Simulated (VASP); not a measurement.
Here is the system:

```
CELL_PARAMETERS angstrom
      0.00000     1.85347     1.85347
      1.85347     0.00000     1.85347
      1.85347     1.85347     0.00000
ATOMIC_POSITIONS crystal
  Rh 0.00000 0.00000 0.00000
```

Method: PBEsol GGA, VASP's PBE PAW potentials (set 64) (plane waves; VASP). Numerical set-up: 500 eV cut-off, 17×17×17 Γ-centred mesh, first-order Methfessel-Paxton smearing of 0.10 eV, potentials Rh_pv.

Energy and stress use the plane-wave basis of the starting cell.

### Question
The ions, cell shape and volume at an external pressure of 30.0 GPa are relaxed. Predict the relaxed structure.

### Answer

```
CELL_PARAMETERS angstrom
      0.00000     1.83870     1.83870
      1.83870     0.00000     1.83870
      1.83870     1.83870     0.00000
ATOMIC_POSITIONS crystal
  Rh 0.00000 0.00000 0.00000
```
Space group Fm-3m (225), at a tolerance of 0.03 Å.

### Question
How do energy and volume change from the first to the last step?

### Answer
The energy (σ→0) changes by +46.8 meV/atom and the volume by -2.4 %, in 4 ionic steps.

The compound is Rh in the fcc structure. This run relaxes it under an external pressure of 30 GPa. Symmetry was kept, so distortions that lower it aren't found.
